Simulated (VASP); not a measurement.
**SrTiO3: energy against strain**

SrTiO3 (cubic perovskite, Pm-3m, 11.514 Å³/atom and stress up to 0.23 GPa in the relaxed cell, cube axes along x, y and z) under a strain ε along a cube axis (axis z), the other axes held. LDA in VASP (plane waves, PAW), 600 eV, 8×8×8 Γ-centred mesh, Gaussian smearing 0.05 eV; ions are relaxed, or left where forces stay under 0.02 eV/Å, within the symmetry of each cell.

Here s stands for strain and y for E less E0.

| strain (%) | E less E0 (meV/atom) |
|---|---|
| -1.50 | 3.43 |
| -1.00 | 1.55 |
| -0.50 | 0.42 |
| 0.00 | 0.00 |
| 0.50 | 0.29 |
| 1.00 | 1.22 |
| 1.50 | 2.77 |
| 3.00 | ? |

Q: Using a parabola, estimate the missing y at s = 3.00 from the other rows, showing the fit.

A: Least squares gives y = 0.008 - 0.1979·s + 1.3748·s². Residuals (row less fit): 0.032, -0.031, -0.031, -0.008, 0.037, 0.035, -0.034; standard error 0.041 (degrees of freedom: 4). Twice the quadratic coefficient over the volume, 2 × 1.3748 meV × 10⁴ × 0.1602 / 11.514 Å³, is the elastic constant C11 = 383 ± 5 GPa (± standard error of the fit, which holds the terms cut off). At the withheld row, y = 0.008 - 0.1979 × 3.0 + 1.3748 × 3.0² = 11.787 meV/atom. The calculation gives 10.80 meV/atom, 0.987 meV/atom below the prediction (9.1 % of the range of y in the table). The row lies outside the fitted rows, so this is an extrapolation. From the scatter of the fitted rows alone, a prediction at this place has a standard error of 0.157 meV/atom, so the miss is 6.3 times that.

A polynomial of degree 3 through the 12 other runs of the series gives 10.74 there, so most of the miss is curvature that the fit leaves out. The primitive cell can neither tilt nor turn polar against its symmetry, as such crystals can under strain. SrTiO3 is here the ideal cubic form; the compound distorts at low or room temperature. Rows are the converged runs of the series near zero and its far end; series whose fitted rows scatter by over a few per cent of the range, as at a crossing or softening among them, aren't shown in this form, nor equations of state whose B0' disagrees with the runs' pressures. Most that stay on the fit to the last digits aren't either.
